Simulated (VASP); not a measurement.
## Be2As under changes of volume

One of the cells (13.453 Å³/atom); the others are scaled copies at fixed shape and fractional positions:

```xyz
3
Lattice="1.8122 1.0463 3.5479 -1.8122 1.0463 3.5479 0.0000 -2.0925 3.5479" Properties=species:S:1:pos:R:3 pbc="T T T"
Be    0.0000    0.0000    2.3867
Be    0.0000    0.0000    8.2568
As    0.0000    0.0000    0.0000
```

The cell was built by a generator and needn't be a form met in nature.

```yaml
Program: VASP 6.6.1
Functional: PBE
Potentials_or_basis: VASP PAW PBE potentials, release 64 (Be, As)
Cutoff: 520 eV
k_mesh: 9 × 9 × 9
Occupations: fermi-dirac, width 0.05 eV
Spin: no spin polarisation
```

```tsv
volume (Å³/atom)	energy over the lowest point (meV/atom)	pressure (GPa)	largest force (eV/Å)
12.398	?	?	?
12.662	6.67	4.0	0.067
12.926	1.61	2.2	0.036
13.453	0.00	-1.1	0.014
13.717	2.98	-2.5	0.034
13.981	8.19	-3.8	0.052
```

Q: What does the run at 12.398 Å³/atom give?

A: Energy over the lowest point 14.91 meV/atom; pressure 6.1 GPa; largest force 0.103 eV/Å.

Worked out: A Birch-Murnaghan fit of order 3 (a polynomial in V^(-2/3)) to the other rows has its minimum at 13.27 Å³/atom with B0 = V·E''(V) = 79 GPa and B' = 3.5 at fixed shape and positions, which overstates the stiffness. It gives 14.93 meV/atom at 12.398 Å³/atom, against the run's 14.91, and -dE/dV = 6.0 GPa, against 6.1.

Energies are extrapolated to zero smearing.
